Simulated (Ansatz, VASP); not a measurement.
# Cross-check of Si113Ge28 (amorphous Si0.8Ge0.2) between VASP and Ansatz

Wanted: the spread between two codes on one cell, functional and k mesh. Of the first pair: The structure shown is the start of the Ansatz relaxation below; VASP solves that cell, so the two are compared at the walk's first step.

Program: Ansatz 0.2.0. Level of theory: plane waves, with VASP 6.6.1 beside it; single point at LDA. Results are calculated unless marked as measured.

### 1. The starting structure

The cell holds 141 atoms: 113 Si and 28 Ge. Its edges and angles: a = 14.394 Å, b = 14.171 Å, c = 14.676 Å, α = 90.1°, β = 89.8°, γ = 90.9°. As first built, before any earlier steps moved the atoms (in the runner's words): 141 atoms (113 Si, 28 Ge) placed at random at 2.91 g/cm^3, melted at 3500 K for 10 ps at fixed volume with the Tersoff potential (Tersoff, Phys. Rev. B 39, 5566 (1989)). Quenched from 3500 K to 300 K at 10 K/ps and fixed volume, held 5 ps, then minimised at fixed cell.

### 2. Ansatz: relaxation, LDA

Ansatz runs on its default PAW (the set named soft_2) files.

The two programs are compared at the cell with which this relaxation starts, whose forces are those of its first step.

Input file input.yaml:

```yaml
crystal:
  lattice:
    - [14.39313, -0.11085, 0.02934]
    - [-0.11085, 14.17066, -0.01662]
    - [0.02934, -0.01662, 14.67611]
  atoms:
    - { symbol: Si, position: [0.07684, 0.12939, 0.39625] }
    - { symbol: Si, position: [0.1104, 0.64914, 0.41799] }
    - { symbol: Si, position: [0.57225, 0.59474, 0.59647] }
    - { symbol: Si, position: [0.05423, 0.28333, 0.33204] }
    - { symbol: Si, position: [0.7543, 0.93128, 0.21093] }
    - { symbol: Si, position: [0.44151, 0.84378, 0.987] }
    - { symbol: Si, position: [0.90272, 0.33261, 0.28806] }
    - { symbol: Si, position: [0.09081, 0.09523, 0.70262] }
    - { symbol: Si, position: [0.30396, 0.08077, 0.95944] }
    - { symbol: Si, position: [0.16827, 0.32718, 0.22552] }
    - { symbol: Si, position: [0.34493, 0.09221, 0.80269] }
    - { symbol: Si, position: [0.4285, 0.62803, 0.38408] }
    - { symbol: Si, position: [0.83558, 0.35987, 0.55223] }
    - { symbol: Si, position: [0.31913, 0.37556, 0.97446] }
    - { symbol: Si, position: [0.1401, 0.05258, 0.96263] }
    - { symbol: Si, position: [0.169, 0.92479, 0.18445] }
    - { symbol: Si, position: [0.60354, 0.77862, 0.60888] }
    - { symbol: Si, position: [0.71711, 0.05688, 0.31254] }
    - { symbol: Si, position: [0.23095, 0.75613, 0.5573] }
    - { symbol: Si, position: [0.65517, 0.19767, 0.24187] }
    - { symbol: Si, position: [0.11786, 0.82317, 0.43412] }
    - { symbol: Si, position: [0.17422, 0.80855, 0.06898] }
    - { symbol: Si, position: [0.88901, 0.10458, 0.87649] }
    - { symbol: Si, position: [0.96104, 0.71708, 0.61833] }
    - { symbol: Si, position: [0.46385, 0.20801, 0.28469] }
    - { symbol: Si, position: [0.44653, 0.2842, 0.64374] }
    - { symbol: Si, position: [0.527, 0.49366, 0.34923] }
    - { symbol: Si, position: [0.96238, 0.98507, 0.6468] }
    - { symbol: Si, position: [0.2652, 0.57786, 0.21852] }
    - { symbol: Si, position: [0.61088, 0.93461, 0.54122] }
[... 105 atom lines left out ...]
    - { symbol: Ge, position: [0.26603, 0.50473, 0.72516] }
    - { symbol: Ge, position: [0.23745, 0.67821, 0.88276] }
    - { symbol: Ge, position: [0.70593, 0.99043, 0.77331] }
    - { symbol: Ge, position: [0.68624, 0.29137, 0.59623] }
    - { symbol: Ge, position: [0.07698, 0.6667, 0.06322] }
    - { symbol: Ge, position: [0.68575, 0.34857, 0.00377] }
kpoints:
  mp_grid: { grid: [1, 1, 1] }
hamiltonian:
  xc: lda
scf:
  occupations: { method: fermi_dirac, width: 0.025 }
output:
  forces: true
  eigenvalues: true
  stress: true
relax:
  f_tol: 0.05
  max_steps: 70
```

On the command line:

```console
ansatz run input.yaml --threads 8 --pin off --max-ram 15872MiB --backend cpu --events-out ev --progress --plain --runs-dir out
```

Numbers of over 12 decimals in the logs are rounded to 6 here.

Output:

```text
Warning: output.stress: scf.convergence.dr2_threshold = 1e-7 eV (the SCF's general default) is looser than the 1.08e-8 eV advised for a printed stress (1e-10 eV for each atom of the cell: 141, of which 108 are counted). What an SCF threshold leaves in a stress goes as its square root, and in the free energy as the threshold itself, and one threshold admits the most on a small cell: [figures from the program's tests c [...]
Engine: ansatz 0.2.0, aarch64-unknown-linux-gnu
Pseudopotentials: kind: paw
Pseudopotential: Si, paw, valence charge 4, recommended cutoff 420 eV (normal), Si.paw.azcp
Pseudopotential: Ge, paw, valence charge 14, recommended cutoff 420 eV (normal), Ge.paw.azcp
Functional definition: SPW92
  exchange = slater_x
  correlation = pw_c
Crystal: 141 atoms, lattice volume = 2993.145 Å³
Basis set: ecut = 420 eV, 58523 PW (Γ)
Bands: 563, of which v1, the nominal top of the filled ones, is band 422 counted from 1 (421 counted from 0)
Symmetry: 1 space group operations
Space group: P1 (ITA 1), of the structure as read, at distance tolerance 1.4e-4 Å
k-points: 1
Non-local potential: Si, projectors of the file, l = 0: 2, l = 1: 2, l = 2: 2
Non-local potential: Ge, projectors of the file, l = 0: 2, l = 1: 2, l = 2: 3, l = 3: 1
PAW form: soft (Blöchl's): semilocal exchange-correlation on the pseudo side does not see the compensation charge
PAW frozen core: Si, regenerated for the run's functional, and the local potential with it (the file was generated under x = pbe(κ = 0.804, μ = 0.219515), c = pbe(β = 0.066725))
PAW frozen core: Ge, regenerated for the run's functional, and the local potential with it (the file was generated under x = pbe(κ = 0.804, μ = 0.219515), c = pbe(β = 0.066725))
PAW one-centre angular grid: Si, 110 points (default); XC on 64 Gauss nodes
PAW one-centre angular grid: Ge, 590 points (default); XC on 64 Gauss nodes
Initial density: superposition of atomic densities (neutral atoms: chi_scale 0, normalization atom), corrected by the library's trained network
Initial wavefunctions: pseudopotential atomic-orbital guess
Functional: x = slater, c = lda
SCF iter   1: F=—  HF=-186784.476157 eV  |F-HF|=—  |Δ(HF+E_count)|=         —  Δρ=4.76e-3  dr2=1.18e0  ethr=1.77e-3  ⟨swp⟩=6.0  Hψ=2351  notcnv=0  defer=45
preconditioner: auto → Resta (q_TF=auto, 2.209 Å⁻¹)  ε∞=5.6  [insulator: Δε(μ)=0.260 eV  Ē_g=7.499 eV  σ=0.025 eV  W_gap=0.99  n_scr=528 (ndim 8)  ℏωp=16.1 eV  f_vac=0.007  D(μ)=0.90/eV (n_scr^D=0)  ε∞_Penn≈5.6]
SCF iter   2: F=—  HF=-186784.261698 eV  |F-HF|=—  |Δ(HF+E_count)|=   2.14e-1  Δρ=2.59e-3  dr2=2.67e-1  ethr=1.40e-4  ⟨swp⟩=2.0  Hψ=659  notcnv=0  defer=103
SCF iter   3: F=—  HF=-186784.196653 eV  |F-HF|=—  |Δ(HF+E_count)|=   6.50e-2  Δρ=4.00e-4  dr2=6.79e-3  ethr=3.17e-5  ⟨swp⟩=2.0  Hψ=643  notcnv=0  defer=119
SCF iter   4: F=—  HF=-186784.195467 eV  |F-HF|=—  |Δ(HF+E_count)|=   1.19e-3  Δρ=1.56e-4  dr2=8.17e-4  ethr=8.05e-7  ⟨swp⟩=2.0  Hψ=985  notcnv=0  defer=119
SCF iter   5: F=—  HF=-186784.194844 eV  |F-HF|=—  |Δ(HF+E_count)|=   6.23e-4  Δρ=6.02e-5  dr2=1.42e-4  ethr=9.68e-8  ⟨swp⟩=2.0  Hψ=866  notcnv=0  defer=119
SCF iter   6: F=-186784.194832 eV  HF=-186784.194832 eV  |F-HF|=8.13e-7  |Δ(HF+E_count)|=   1.16e-5  Δρ=1.64e-5  dr2=1.74e-5  ethr=7.41e-9  ⟨swp⟩=9.0  Hψ=2879  notcnv=0
SCF 1 converged in 6 iterations: F = -186784.194832 eV  dr2 = 1.74e-5
  greatest PAW one-centre occupation: 0.998 electrons in one spin orbital (limit 2), on the Ge atom at site 125 (counted from 0), in its partial waves of l = 2
relax step   1: F+E_penalty+E_count = -186784.19483163 eV  Δ(F+E_penalty+E_count) = +0.000e0 eV  max|allowed force component| = 4.065e-1 eV/Å  Δτ_max = 0.0000 Å  (6 SCF iters, dr2 threshold 6.25e-5 eV, accepted)
Initial density: handed on by an earlier stage of this run
Initial wavefunctions: those handed on with the density
iter 1 solved again at ethr=1.85e-5 eV; its pass at ethr=3.10e-3 eV (dr2=1.56e-1 eV) is discarded
[...]
- { symbol: Si, position: [0.162946, 0.417712, 0.975048] }
    - { symbol: Si, position: [0.850928, 0.075976, 0.562780] }
    - { symbol: Si, position: [0.484350, 0.873482, 0.831597] }
    - { symbol: Si, position: [0.574665, 0.783654, 0.059626] }
    - { symbol: Si, position: [0.804717, 0.803687, 0.304836] }
    - { symbol: Si, position: [0.512128, 0.968395, 0.413915] }
    - { symbol: Si, position: [0.861149, 0.496095, 0.837008] }
    - { symbol: Si, position: [0.521907, 0.661559, 0.159846] }
    - { symbol: Si, position: [0.279719, 0.681998, 0.347458] }
    - { symbol: Si, position: [0.426064, 0.629854, 0.539824] }
    - { symbol: Si, position: [0.745568, 0.988858, 0.460904] }
    - { symbol: Si, position: [0.057542, 0.356267, 0.713787] }
    - { symbol: Si, position: [0.673717, 0.338523, 0.317477] }
    - { symbol: Si, position: [0.819515, 0.623617, 0.596383] }
    - { symbol: Si, position: [0.789993, 0.619099, 0.078143] }
    - { symbol: Si, position: [0.276002, 0.434344, 0.298479] }
    - { symbol: Si, position: [0.375871, 0.614284, 0.101358] }
    - { symbol: Si, position: [0.00602992, 0.575407, 0.823021] }
    - { symbol: Si, position: [0.773427, 0.084535, 0.991576] }
    - { symbol: Si, position: [0.855664, 0.108380, 0.392519] }
    - { symbol: Si, position: [0.316405, 0.114577, 0.290001] }
    - { symbol: Si, position: [0.586842, 0.339942, 0.714499] }
    - { symbol: Si, position: [0.345530, 0.391463, 0.816017] }
    - { symbol: Si, position: [0.107106, 0.365431, 0.461957] }
[...]
- { symbol: Si, position: [0.499322, 0.034845, 0.798055] }
    - { symbol: Si, position: [0.089170, 0.414802, 0.115472] }
    - { symbol: Si, position: [0.136139, 0.800794, 0.824417] }
    - { symbol: Si, position: [0.116648, 0.070302, 0.119989] }
    - { symbol: Si, position: [0.663402, 0.669090, 0.982077] }
    - { symbol: Si, position: [0.625606, 0.090096, 0.901291] }
    - { symbol: Si, position: [0.601800, 0.927567, 0.147761] }
    - { symbol: Si, position: [0.891321, 0.246608, 0.147729] }
    - { symbol: Ge, position: [0.417729, 0.363093, 0.360308] }
    - { symbol: Ge, position: [0.631420, 0.829317, 0.764764] }
    - { symbol: Ge, position: [0.099838, 0.637673, 0.585607] }
    - { symbol: Ge, position: [0.572582, 0.058397, 0.647324] }
    - { symbol: Ge, position: [0.979023, 0.027590, 0.313409] }
    - { symbol: Ge, position: [0.989490, 0.735070, 0.779499] }
    - { symbol: Ge, position: [0.229871, 0.187289, 0.169232] }
    - { symbol: Ge, position: [0.542527, 0.069295, 0.060500] }
    - { symbol: Ge, position: [0.883985, 0.364374, 0.734963] }
    - { symbol: Ge, position: [0.528055, 0.737717, 0.304744] }
    - { symbol: Ge, position: [0.202219, 0.500308, 0.435640] }
    - { symbol: Ge, position: [0.467348, 0.516949, 0.843978] }
    - { symbol: Ge, position: [-0.00190023, 0.162663, 0.541045] }
    - { symbol: Ge, position: [0.805943, 0.219443, 0.788152] }
    - { symbol: Ge, position: [0.378332, 0.790771, 0.733253] }
    - { symbol: Ge, position: [0.313903, 0.507776, 0.561603] }
    - { symbol: Ge, position: [0.952098, 0.358472, 0.036357] }
    - { symbol: Ge, position: [0.653297, 0.258220, 0.856383] }
    - { symbol: Ge, position: [0.821447, 0.466787, 0.996852] }
    - { symbol: Ge, position: [0.734302, 0.739920, 0.509261] }
    - { symbol: Ge, position: [0.999980, 0.605093, 0.303051] }
    - { symbol: Ge, position: [0.051148, 0.314878, 0.890622] }
    - { symbol: Ge, position: [0.263753, 0.506496, 0.722245] }
    - { symbol: Ge, position: [0.235241, 0.678432, 0.885599] }
    - { symbol: Ge, position: [0.707010, 0.991671, 0.773711] }
    - { symbol: Ge, position: [0.689804, 0.286947, 0.593741] }
    - { symbol: Ge, position: [0.077341, 0.667303, 0.064181] }
    - { symbol: Ge, position: [0.686990, 0.347370, 0.0039051] }
```

Reading the cycles: dr2 is the Hartree energy of the density residual (eV), the measure of convergence; HF is the Harris–Foulkes estimate of the energy, which meets the free energy F at convergence.

### 3. VASP: single point, LDA, start cell, pair 1

The same cell, functional (in two slightly different forms), mesh and smearing now go to VASP, with its own data sets.

Lines of VASP's logs that name or quote its potential files are left out, and so is its time.

Input file INCAR:

```
SYSTEM = Si113Ge28
PREC = Accurate
ENCUT = 410
EDIFF = 1E-06
NELM = 120
ISMEAR = -1
SIGMA = 0.025
LREAL = Auto
ALGO = Normal
GGA = PW92
NBANDS = 520
LORBIT = 11
LWAVE = .FALSE.
LCHARG = .FALSE.
ISIF = 2
LASPH = .TRUE.
GGA_COMPAT = .FALSE.
EFERMI = MIDGAP
```

Input file POSCAR:

```
Si113Ge28
1.0
   14.3931300000     -0.1108500000      0.0293400000
   -0.1108500000     14.1706600000     -0.0166200000
    0.0293400000     -0.0166200000     14.6761100000
Si Ge
113 28
Direct
    0.0768433715      0.1293873220      0.3962491309
    0.1103994552      0.6491430006      0.4179888020
    0.5722470609      0.5947391976      0.5964724192
    0.0542317631      0.2833269624      0.3320374223
    0.7543003793      0.9312777154      0.2109310071
    0.4415074786      0.8437818069      0.9870033561
    0.9027166202      0.3326065082      0.2880628596
    0.0908100722      0.0952280155      0.7026193128
    0.3039577380      0.0807682622      0.9594384512
    0.1682713493      0.3271831426      0.2255230236
    0.3449333441      0.0922100044      0.8026930969
    0.4284994406      0.6280287956      0.3840776381
    0.8355784501      0.3598704582      0.5522284294
    0.3191272831      0.3755626612      0.9744597619
    0.1401005347      0.0525825229      0.9626299729
    0.1689973837      0.9247910064      0.1844502149
    0.6035410721      0.7786173800      0.6088829210
    0.7171084284      0.0568770913      0.3125423110
    0.2309480879      0.7561301249      0.5572996431
    0.6551678190      0.1976721746      0.2418667268
    0.1178625771      0.8231712690      0.4341220540
    0.1742222669      0.8085480105      0.0689778413
    0.8890128040      0.1045832955      0.8764893789
    0.9610381145      0.7170807688      0.6183328569
    0.4638466525      0.2080107035      0.2846904171
    0.4465266521      0.2841996396      0.6437415845
    0.5269997603      0.4936624075      0.3492303135
    0.9623770600      0.9850726321      0.6468018953
    0.2651990347      0.5778579907      0.2185199661
    0.6108832398      0.9346079498      0.5412203826
[... 105 atom lines left out ...]
    0.2660278265      0.5047288760      0.7251569617
    0.2374521339      0.6782106878      0.8827615094
    0.7059270628      0.9904270083      0.7733077087
    0.6862374499      0.2913681319      0.5962280421
    0.0769776178      0.6667003290      0.0632198884
    0.6857527427      0.3485708075      0.0037730203
```

Input file KPOINTS:

```
Automatic mesh
0
Gamma
1 1 1
0 0 0
```

Potentials, in the order of the species: Si and Ge_d (LDA family, release 64).

On the command line:

```console
export OMP_NUM_THREADS=3
mpirun -np 1 vasp_gam
```

Output:

```text
[banner, memory and clock lines left out]
running    1 mpi-ranks, on    1 nodes
[...]
Offloading initialized ...    1 GPUs detected
[...]
|                                                                             |
|               ----> ADVICE to this user running VASP <----                  |
|                                                                             |
|     You enforced a specific xc type in the INCAR file but a different       |
|     [... a line on the potential file left out ...]
|     I HOPE YOU KNOW WHAT YOU ARE DOING!                                     |
|                                                                             |

 LDA part: xc-table for (Slater(with rela. corr.)+PW92), standard interpolation
 POSCAR, INCAR and KPOINTS ok, starting setup
[...]
entering main loop
       N       E                     dE             d eps       ncg     rms          rms(c)
DAV:   1     0.141939824984E+05    0.14194E+05   -0.25813E+05  1088   0.244E+03
DAV:   2     0.228402632124E+04   -0.11910E+05   -0.11555E+05  1040   0.644E+02
DAV:   3    -0.404851811422E+03   -0.26889E+04   -0.25129E+04  1216   0.219E+02
DAV:   4    -0.780391255785E+03   -0.37554E+03   -0.35854E+03  1312   0.827E+01
[...]
DAV:  15    -0.785370996408E+03    0.54656E-06   -0.16117E-04  1424   0.280E-02    0.240E-02
DAV:  16    -0.785370997738E+03   -0.13299E-05   -0.38421E-05  1224   0.166E-02    0.108E-02
DAV:  17    -0.785370997583E+03    0.15482E-06   -0.43915E-06   840   0.117E-02
   1 F= -.78537100E+03 E0= -.78536830E+03  d E =-.539154E-02
```

Parts of OUTCAR (step 3):

```text
  FREE ENERGIE OF THE ION-ELECTRON SYSTEM (eV)
  ---------------------------------------------------
  free  energy   TOTEN  =      -785.3709975828 eV

  energy  without entropy=     -785.3656060458  energy(sigma->0) =     -785.36830181
```

The run ends at a pressure of -4.54 GPa, with forces up to 0.47 eV/Å.

### 4. Differences

Known differences besides the potentials themselves: the two LDA forms differ slightly; the cutoff is 420 eV in Ansatz and 410 eV in VASP (PREC = Accurate, projectors in real space); VASP's log shows a relativistic correction to its local exchange, Ansatz's none. Total energies have different zeros and are not compared.

Forces on 10 of the 141 atoms, those with the largest forces and the largest differences (eV/Å; atoms numbered as in POSCAR):

```
 atom          Ansatz x, y, z            VASP x, y, z
 Si18    0.245, -0.029, 0.081    0.246, -0.029, 0.082
 Si26  -0.188, -0.150, -0.119  -0.186, -0.149, -0.120
 Si48   -0.046, -0.406, 0.212   -0.043, -0.412, 0.213
 Si55   -0.184, -0.011, 0.009   -0.190, -0.012, 0.014
 Si61   -0.232, -0.036, 0.086   -0.231, -0.037, 0.087
Si110     0.143, 0.212, 0.048     0.146, 0.215, 0.048
Ge123  -0.048, -0.193, -0.178  -0.049, -0.191, -0.175
Ge125  -0.243, -0.080, -0.099  -0.240, -0.078, -0.098
Ge127  -0.116, -0.068, -0.029  -0.114, -0.075, -0.024
Ge132   0.034, -0.042, -0.095   0.032, -0.035, -0.091
```

The forces differ by 2.2 meV/Å r.m.s., which is 2.4 % of the r.m.s. force of 0.091 eV/Å (both taken over all components).

(Continued in part 2 of 2.)

[Lines on the potential files, build, host, timing and source positions are cut from VASP's logs without a mark.]

[Logs are printed without paths, hosts, clocks, repeated set-up lines and the standing remarks that a program may print on its own settings, such as how far it seeks lower states.]

[Hosts, paths, dates, database ids (printed as entryN), source tags and the programs' standing remarks are cut or masked in the printed files.]
